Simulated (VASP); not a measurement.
An input for Quantum ESPRESSO's pw.x (written as the equivalent of a VASP run, and not itself run):

```
&CONTROL
  calculation = 'scf'
  pseudo_dir = './pseudo'
  outdir = './out'
  tprnfor = .true.
  tstress = .true.
/
&SYSTEM
  ibrav = 0
  nat = 3
  ntyp = 2
  ecutwfc = 76
  occupations = 'smearing'
  smearing = 'fermi-dirac'
  degauss = 0.009996
  input_dft = 'pbesol'
/
&ELECTRONS
  conv_thr = 7.3e-08
  electron_maxstep = 100
/
ATOMIC_SPECIES
  Zr 91.224 Zr.upf
  B 10.810 B.upf
CELL_PARAMETERS angstrom
     3.1675200    0.0000000    0.0000000
    -1.5837600    2.7431530    0.0000000
     0.0000000    0.0000000    3.5523900
ATOMIC_POSITIONS crystal
  Zr   0.0000000  0.0000000  0.0000000
  B    0.3333330  0.6666670  0.5000000
  B    0.6666670  0.3333330  0.5000000
K_POINTS automatic
  16 16 12 0 0 0
```

Translate this input to VASP (INCAR, KPOINTS, POSCAR, choice of POTCAR).

This is not unique; one that fits is 
File POSCAR:
```
ZrB2
3.167520
  1.0000000000   0.0000000000   0.0000000000
 -0.5000000000   0.8660254710   0.0000000000
  0.0000000000   0.0000000000   1.1215051523
Zr B
1 2
direct
  0.0000000000   0.0000000000   0.0000000000
  0.3333330000   0.6666670000   0.5000000000
  0.6666670000   0.3333330000   0.5000000000
```

**KPOINTS**
```
K-points
0
Gamma
 16 16 12
```

**INCAR**
```
! general
SYSTEM =ZrB2
PREC   =Accurate
ENCUT  =400   ! plane-wave cut-off (eV)
LREAL  =.FALSE.
LASPH  =.TRUE.

! electronic loop
EDIFF  =1E-6   ! SCF stop (eV)
NELM   =100   ! most electronic steps
ALGO   =Normal   ! blocked Davidson
LMAXMIX=4   ! l cut-off of mixed one-centre charges

! smearing
ISMEAR =-1
SIGMA  =0.136

! functional
GGA    =PS

! ions
ISIF   =2   ! forces and stress, cell fixed

! output
LWAVE  =.FALSE.
LCHARG =.FALSE.
```

POTCAR, in this order: Zr_sv B (PBE.64 set). Program: vasp_std.

Limits of the translation: the potentials are each code's own (VASP's PAW set, PseudoDojo norm-conserving files in pw.x), so ENCUT and ecutwfc are chosen apart and not converted; conv_thr bounds pw.x's estimated SCF error, while EDIFF bounds the energy change between steps.

The structure comes from a computed database's ZrB2 entry; how it stands against other phases isn't given here. The cell was not relaxed at this level. The run is one of a series of settings (GGA = PS against the base run), some of them coarse on purpose.
